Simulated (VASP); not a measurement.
A VASP calculation is set up with these files.

### INCAR
```
ALGO  =  Normal
EDIFF  =  1E-7
ENCUT  =  480
ISIF  =  2
ISMEAR  =  1
LASPH  =  T
LCHARG  =  F
LMAXMIX  =  6
LMIXTAU  =  T
LREAL  =  F
LWAVE  =  F
METAGGA  =  R2SCAN
NELM  =  100
PREC  =  Accurate
SIGMA  =  0.1
SYSTEM  =  PtAl2
```

### POSCAR
```
PtAl2
1.0
  0.0000000000   2.9496638974   2.9496638974
  2.9496638974   0.0000000000   2.9496638974
  2.9496638974   2.9496638974   0.0000000000
Al Pt
2 1
Cart
  1.4748319487   1.4748319487   1.4748319487
  4.4244958461   4.4244958461   4.4244958461
 -0.0000000000  -0.0000000000   0.0750000002
```

File KPOINTS:
```
Automatic mesh
0
Gamma
8 8 8
0 0 0
```

POTCAR, in this order: Al Pt (PBE.64 set). Program: vasp_std.

Question: Write an equivalent input for Ansatz.

Answer: One equivalent input (not run):
Ansatz 0.2 input:
```yaml
crystal:
  lattice:
    - [0.0000000, 2.9496639, 2.9496639]
    - [2.9496639, 0.0000000, 2.9496639]
    - [2.9496639, 2.9496639, 0.0000000]
  atoms:
    - { symbol: Al, position: [0.2500000, 0.2500000, 0.2500000] }
    - { symbol: Al, position: [0.7500000, 0.7500000, 0.7500000] }
    - { symbol: Pt, position: [0.0127133, 0.0127133, -0.0127133] }
kpoints:
  mp_grid: { grid: [8, 8, 8] }
hamiltonian:
  xc: r2scan
  pseudopotentials: { kind: paw }
scf:
  occupations: { method: methfessel_paxton, width: 0.1 }
  max_iter: 100
output: { forces: true, stress: true, eigenvalues: true }
```
Limits of the translation: each code has its own PAW files, so the cut-off isn't converted (ENCUT is set for VASP's; basis.ecutwfc is left out, and Ansatz then takes the one that its files recommend); Ansatz stops its SCF on the density residual and VASP on the energy change (EDIFF).

The compound is PtAl2 in the fluorite structure. This cell was strained or had an atom moved on purpose.
